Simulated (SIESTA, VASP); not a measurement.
Given: the input of a run of VASP 6.6.1 on Ti2B. Atoms were shifted at random by some hundredths of an Å from the given cell, which wasn't relaxed again for these runs. The cell comes from a database or a generator and needn't be the stable form of this composition.

INCAR

```
SYSTEM = Ti2B
PREC = Accurate
ENCUT = 520
EDIFF = 1E-7
ISMEAR = -1
SIGMA = 0.05
LREAL = .False.
LASPH = .True.
NELM = 100
ALGO = Normal
ISIF = 2
LWAVE = .False.
LCHARG = .True.
GGA = PE
LELF = .True.
LVHAR = .True.
NBANDS = 36
```

KPOINTS

```
Automatic mesh
0
Gamma
  7 7 7
  0 0 0
```

The input POSCAR:

```
Ti2B
1.0
   -2.8290690000      2.8290690000      2.3682650000
    2.8290690000     -2.8290690000      2.3682650000
    2.8290690000      2.8290690000     -2.3682650000
Ti B
4 2
Direct
    0.1481660000      0.3252480000      0.5019710000
    0.8285150000      0.6505170000      0.4990530000
    0.3343120000      0.8247610000      0.1649910000
    0.6635830000      0.1663430000      0.8336600000
    0.2487380000      0.2472480000     -0.0057040000
    0.7497830000      0.7475030000     -0.0114590000
```

Potentials or basis: VASP PAW PBE potentials, release 64 (Ti_sv, B).

Run with:

```console
$ cat potpaw_PBE.64/Ti_sv/POTCAR potpaw_PBE.64/B/POTCAR > POTCAR
$ mpirun -np 1 vasp_std > vasp.out
```

Problem. What does the same run look like in SIESTA 5.4.2? Potentials or basis there: files PseudoDojo sr-pbe-0.4.1-standard, DZP (energy shift 0.003 Ry; two zetas on semicore shells).

Solution. As run (cutoffs and basis follow the program's own potentials, and thresholds, step limits or extra output files can differ):

File Ti2B.fdf:

```
SystemName                      Ti2B
SystemLabel                     Ti2B
NumberOfSpecies                 2
NumberOfAtoms                   6
%block ChemicalSpeciesLabel
  1  22 Ti
  2   5 B
%endblock ChemicalSpeciesLabel

LatticeConstant                 1.0 Ang
%block LatticeVectors
    -2.8290690000     2.8290690000     2.3682650000
     2.8290690000    -2.8290690000     2.3682650000
     2.8290690000     2.8290690000    -2.3682650000
%endblock LatticeVectors
AtomicCoordinatesFormat         Fractional
%block AtomicCoordinatesAndAtomicSpecies
     0.1481660000     0.3252480000     0.5019710000  1  Ti
     0.8285150000     0.6505170000     0.4990530000  1  Ti
     0.3343120000     0.8247610000     0.1649910000  1  Ti
     0.6635830000     0.1663430000     0.8336600000  1  Ti
     0.2487380000     0.2472480000    -0.0057040000  2  B
     0.7497830000     0.7475030000    -0.0114590000  2  B
%endblock AtomicCoordinatesAndAtomicSpecies

%block kgrid.MonkhorstPack
    7   0   0  0.0
    0   7   0  0.0
    0   0   7  0.0
%endblock kgrid.MonkhorstPack
XC.Functional                   GGA
XC.Authors                      PBE
PAO.BasisSize                   DZP
PAO.EnergyShift                 0.003 Ry
Mesh.Cutoff                     800 Ry
OccupationFunction              FD
ElectronicTemperature           0.05 eV
MaxSCFIterations                120
SCF.MustConverge                false
SCF.Mixer.Method                Pulay
SCF.Mixer.Weight                0.25
SCF.Mixer.History               8
SCF.DM.Tolerance                5.0e-05
SCF.H.Tolerance                 1.0e-03 eV
WriteForces                     true
Charge.Mulliken                 end
%block PAO.Basis
  Ti 5
  n=3 0 2
    3.144 0.000
  n=4 0 2
    8.756 0.000
  n=3 1 2
    3.568 0.000
  n=4 1 1
    8.756
  n=3 2 2
    6.267 0.000
%endblock PAO.Basis
```

Potentials or basis: PseudoDojo 0.4 standard (PBE files), converted to PSML, two zetas on semicore shells, DZP (energy shift 0.003 Ry; two zetas on semicore shells).

The run is started by

```sh
$ siesta Ti2B.fdf > Ti2B.out 2>&1
```

Both were run:

|  | VASP | SIESTA |
| --- | --- | --- |
| Pressure | 0.7 GPa | 1.9 GPa |
| Largest force | 0.603 eV/Å | 0.613 eV/Å |

Pressure is positive in compression.
